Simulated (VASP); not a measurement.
Data:

```xyz
2
Lattice="0.0000 3.0057 3.0057 3.0057 0.0000 3.0057 3.0057 3.0057 0.0000" Properties=species:S:1:pos:R:3 pbc="T T T"
Cd     0.0000     0.0000     0.0000
Se     1.5029     1.5029     1.5029
```

Computed with LDA (Ceperley-Alder, Perdew-Zunger), VASP's LDA PAW potentials (set 64) (plane waves; VASP). Settings: 400 eV cut-off, 7×7×7 Γ-centred mesh, Gaussian smearing of 0.050 eV, potentials Cd Se.

Problem. What does the run give for the energy per atom (σ→0), band gap (on the k-mesh) with the smallest direct gap where there is one?

Solution. 
```json
{
  "band gap (on the k-mesh)": "0.43 eV",
  "smallest direct gap (on the k-mesh)": "0.43 eV",
  "energy per atom (σ→0)": "-3.379 eV/atom"
}
```

Only differences to runs with the same potentials and settings are physical.

The compound is CdSe in the zinc blende structure, whereas wurtzite is the usual form. It was relaxed first. The start is the result of an earlier pass.
